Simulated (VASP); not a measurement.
All values below come from PBE GGA, VASP's PBE PAW potentials (set 64) (plane waves; VASP).

VASP ran on this input.

File KPOINTS:
```
kpoints
0
gamma
4 4 5
```

**INCAR**
```
SYSTEM = Al2Au
PREC = Accurate
ENCUT = 300
EDIFF = 1E-6
NELM = 100
ALGO = Normal
LREAL = .FALSE.
LASPH = .TRUE.
ISMEAR = -1
SIGMA = 0.1
GGA = PE
LMAXMIX = 6
LWAVE = .FALSE.
LCHARG = .FALSE.
ISIF = 2
```

POSCAR:
```
Al2Au
1.0
 -1.6714360000   1.6714360000   4.0909110000
  1.6714360000  -1.6714360000   4.0909110000
  1.6714360000   1.6714360000  -4.0909110000
Au Al
1 2
direct
  0.0021070000  -0.0024180000   0.0138460000
  0.3232570000   0.3328950000  -0.0181670000
  0.6746360000   0.6695230000   0.0043200000
```

POTCAR, in this order: Au Al (PBE.64 set). Program: vasp_std.

Output

**OSZICAR**
```
       N       E                     dE             d eps       ncg     rms          rms(c)
DAV:   1     0.336227339282E+02    0.33623E+02   -0.52428E+03  1136   0.740E+02
DAV:   2    -0.111470076842E+02   -0.44770E+02   -0.41265E+02  1188   0.155E+02
DAV:   3    -0.122674068104E+02   -0.11204E+01   -0.10916E+01  1224   0.226E+01
DAV:   4    -0.122741488087E+02   -0.67420E-02   -0.67234E-02  1108   0.209E+00
DAV:   5    -0.122742322314E+02   -0.83423E-04   -0.83290E-04  1232   0.205E-01    0.109E+01
DAV:   6    -0.109465003496E+02    0.13277E+01   -0.78280E+00  1064   0.312E+01    0.797E+00
DAV:   7    -0.108559181919E+02    0.90582E-01   -0.39036E-01  1032   0.762E+00    0.381E+00
DAV:   8    -0.108291266365E+02    0.26792E-01   -0.29129E-02  1184   0.124E+00    0.607E-01
DAV:   9    -0.108266074109E+02    0.25192E-02   -0.62600E-03  1160   0.966E-01    0.128E-01
DAV:  10    -0.108266139068E+02   -0.64958E-05   -0.21845E-04  1132   0.139E-01    0.551E-02
DAV:  11    -0.108266117002E+02    0.22066E-05   -0.66690E-06  1196   0.204E-02    0.846E-03
DAV:  12    -0.108266115980E+02    0.10214E-06   -0.94613E-07   612   0.797E-03
   1 F= -.10826612E+02 E0= -.10804042E+02  d E =-.451394E-01
```

**OUTCAR**
```
------------------------ aborting loop because EDIFF is reached ----------------------------------------
  FORCE on cell =-STRESS in cart. coord.  units (eV):
  Direction    XX          YY          ZZ          XY          YZ          ZX
  --------------------------------------------------------------------------------------
  Total        4.6594744      4.6140813      2.4469038      0.4338441      0.0753100      0.0686065
  in kB      163.3006787    161.7097850     85.7566798     15.2049414      2.6393913      2.4044516
  external PRESSURE =     136.9223811 kB  Pullay stress =       0.0000000 kB
  volume of cell :       45.72
      direct lattice vectors                 reciprocal lattice vectors
    -1.671436000  1.671436000  4.090911000     0.000000000  0.299143970  0.122222165
     1.671436000 -1.671436000  4.090911000     0.299143970  0.000000000  0.122222165
     1.671436000  1.671436000 -4.090911000     0.299143970  0.299143970  0.000000000
 POSITION                                       TOTAL-FORCE (eV/Angst)
 -----------------------------------------------------------------------------------
      1.68702     -1.64073      4.03300        -0.111225     -0.236720      0.552688
      1.65718      1.62496     -1.33233         0.097068      0.375547     -0.189898
     -0.00133      0.01577      5.48116         0.014156     -0.138827     -0.362789
 -----------------------------------------------------------------------------------
    total drift:                               -0.000153     -0.000259      0.000445
  FREE ENERGIE OF THE ION-ELECTRON SYSTEM (eV)
  ---------------------------------------------------
  free  energy   TOTEN  =       -10.8266115980 eV

  energy  without entropy=      -10.7814721765  energy(sigma->0) =      -10.80404189
```
(Selected blocks of OUTCAR.)

At this cut-off the stress carries a Pulay error, which pulls relaxed volumes low.

The structure was generated: Al2Au was put into an ordered model structure, which need not be its known phase. The cell was not relaxed at this level, atoms are displaced from their ideal sites. The k-mesh is coarse (spacing up to 0.53 per Å, 2π included), so the numbers may not be converged in it. The run is one of a series of settings (KPOINTS 4×4×5 Γ-centred mesh against the base run), some of them coarse on purpose. The electron count is odd and the run is not spin-polarised, which forces a metal.
